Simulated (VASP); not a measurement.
Output of a VASP run:

**OSZICAR**
```
       N       E                     dE             d eps       ncg     rms          rms(c)
DAV:   1     0.347865080820E+03    0.34787E+03   -0.22868E+04  3712   0.287E+03
DAV:   2     0.551528378929E+02   -0.29271E+03   -0.28098E+03  3658   0.481E+02
DAV:   3     0.244226452536E+02   -0.30730E+02   -0.28755E+02  3846   0.202E+02
DAV:   4     0.233895821384E+02   -0.10331E+01   -0.10300E+01  4114   0.446E+01
DAV:   5     0.233434226796E+02   -0.46159E-01   -0.46151E-01  5544   0.851E+00    0.231E+01
DAV:   6    -0.121917967079E+02   -0.35535E+02   -0.55377E+01  3640   0.662E+01    0.183E+01
DAV:   7    -0.122277608168E+02   -0.35964E-01   -0.92691E+00  4222   0.679E+01    0.145E+01
DAV:   8    -0.114003116768E+02    0.82745E+00   -0.43514E+00  4484   0.447E+01    0.838E+00
DAV:   9    -0.113707098359E+02    0.29602E-01   -0.51141E-01  4392   0.126E+01    0.203E+00
DAV:  10    -0.113574764418E+02    0.13233E-01   -0.16148E-01  3952   0.588E+00    0.103E+00
DAV:  11    -0.113561704433E+02    0.13060E-02   -0.10517E-02  4490   0.256E+00    0.388E-01
DAV:  12    -0.113558893530E+02    0.28109E-03   -0.41670E-03  3874   0.905E-01    0.256E-01
DAV:  13    -0.113557785443E+02    0.11081E-03   -0.58376E-04  4622   0.689E-01    0.978E-02
DAV:  14    -0.113557486967E+02    0.29848E-04   -0.17661E-04  5966   0.192E-01    0.549E-02
DAV:  15    -0.113557393792E+02    0.93175E-05   -0.12172E-04  4210   0.202E-01    0.325E-02
DAV:  16    -0.113557355062E+02    0.38730E-05   -0.11067E-05  4220   0.420E-02    0.166E-02
DAV:  17    -0.113557326413E+02    0.28649E-05   -0.41745E-06  3290   0.300E-02    0.564E-03
DAV:  18    -0.113557326153E+02    0.26022E-07   -0.53294E-07  1984   0.946E-03
   1 F= -.11355733E+02 E0= -.11355148E+02  d E =-.113557E+02  mag=     5.0149
```

### OUTCAR
```
------------------------ aborting loop because EDIFF is reached ----------------------------------------
  FORCE on cell =-STRESS in cart. coord.  units (eV):
  Direction    XX          YY          ZZ          XY          YZ          ZX
  --------------------------------------------------------------------------------------
  Total        0.0245327      0.0245327      0.0245327      0.0000000     -0.0000000      0.0000000
  in kB        0.9242267      0.9242267      0.9242267      0.0000000     -0.0000000      0.0000000
  external PRESSURE =       0.9242267 kB  Pullay stress =       0.0000000 kB
  volume of cell :       42.53
      direct lattice vectors                 reciprocal lattice vectors
     3.490536951  0.000000000  0.000000000     0.286488874  0.000000000  0.000000000
     0.000000000  3.490536951  0.000000000     0.000000000  0.286488874  0.000000000
     0.000000000  0.000000000  3.490536951     0.000000000  0.000000000  0.286488874
 POSITION                                       TOTAL-FORCE (eV/Angst)
 -----------------------------------------------------------------------------------
      0.00000      0.00000      0.00000         0.000000      0.000000      0.000000
      0.00000      1.74527      1.74527         0.000000      0.000000      0.000000
      1.74527      0.00000      1.74527         0.000000      0.000000      0.000000
      1.74527      1.74527      0.00000         0.000000      0.000000      0.000000
 -----------------------------------------------------------------------------------
    total drift:                               -0.000000      0.000000      0.000000
  FREE ENERGIE OF THE ION-ELECTRON SYSTEM (eV)
  ---------------------------------------------------
  free  energy   TOTEN  =       -11.3557326153 eV

  energy  without entropy=      -11.3539801053  energy(sigma->0) =      -11.35514845

 total charge

# of ion       s       p       d       tot
------------------------------------------
    1        0.493   0.554   6.089   7.136
    2        0.517   0.561   8.323   9.401
    3        0.517   0.561   8.323   9.401
    4        0.517   0.561   8.323   9.401
--------------------------------------------------
tot          2.044   2.237  31.057  35.338

 magnetization (x)

# of ion       s       p       d       tot
------------------------------------------
    1        0.002  -0.004   2.931   2.929
    2       -0.016  -0.045   0.748   0.688
    3       -0.016  -0.045   0.748   0.688
    4       -0.016  -0.045   0.748   0.688
--------------------------------------------------
tot         -0.045  -0.137   5.175   4.992

 reached required accuracy - stopping structural energy minimisation
```
(Selected blocks of OUTCAR.)

**POSCAR**
```
Ni3Fe
1
    3.4905369507     0.0000000000     0.0000000000
    0.0000000000     3.4905369507     0.0000000000
   -0.0000000000    -0.0000000000     3.4905369507
Fe Ni
1 3
Direct
  0.0000000000   0.0000000000   0.0000000000
  0.0000000000   0.5000000000   0.5000000000
  0.5000000000   0.0000000000   0.5000000000
  0.5000000000   0.5000000000   0.0000000000
```

Task: Write an INCAR and KPOINTS that could have produced this output.

Result: Several could match; the one computed here: the input of the run itself, revTPSS meta-GGA, plane waves, VASP's PBE PAW potentials (set 64).

**INCAR**
```
! general
SYSTEM  = Ni3Fe
PREC    = Accurate
ENCUT   = 520
LREAL   = F
LASPH   = T

! electronic loop
EDIFF   = 1E-6
NELM    = 100
ALGO    = Normal
LMAXMIX = 4
LMIXTAU = T

! smearing
ISMEAR  = 1
SIGMA   = 0.1

! functional
METAGGA = RTPSS

! spin
ISPIN   = 2
MAGMOM  = 3.0 3*0.7

! ions
IBRION  = 2
NSW     = 60
ISIF    = 3
EDIFFG  = -0.02

! output
LWAVE   = F
LCHARG  = F
LORBIT  = 10
```

**KPOINTS**
```
Automatic
0
gamma
  8 8 8
```

POTCAR, in this order: Fe Ni (PBE.64 set). Program: vasp_std.

The compound is Ni3Fe in the L1_2 structure. It was relaxed first. The start is the result of an earlier pass.
